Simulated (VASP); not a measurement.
Consider the following.

```yaml
crystal:
  lattice:
    - [0.00000, 3.56523, 3.56523]
    - [3.56523, 0.00000, 3.56523]
    - [3.56523, 3.56523, 0.00000]
  atoms:
    - { symbol: Ba, position: [0.00000, 0.00000, 0.00000] }
    - { symbol: Te, position: [0.50000, 0.50000, 0.50000] }
```

Level of theory: PBE GGA with D3 dispersion (Becke-Johnson damping), VASP's PBE PAW potentials (set 64) (plane waves; VASP). Numerical set-up: 520 eV cut-off, 7×7×7 Γ-centred mesh, Gaussian smearing of 0.050 eV, potentials Ba_sv Te.

Question: What does the run give for the energy per atom (σ→0), pressure?

Answer: 
```
Quantity                        Value
---------------------  --------------
energy per atom (σ→0)  -4.608 eV/atom
pressure                    -1.59 GPa
```

The absolute energy has meaning only against runs of the same code, potentials and settings.

The compound is BaTe in the rock salt structure. This cell is one point of a volume scan, at 1.06 of the reference volume.
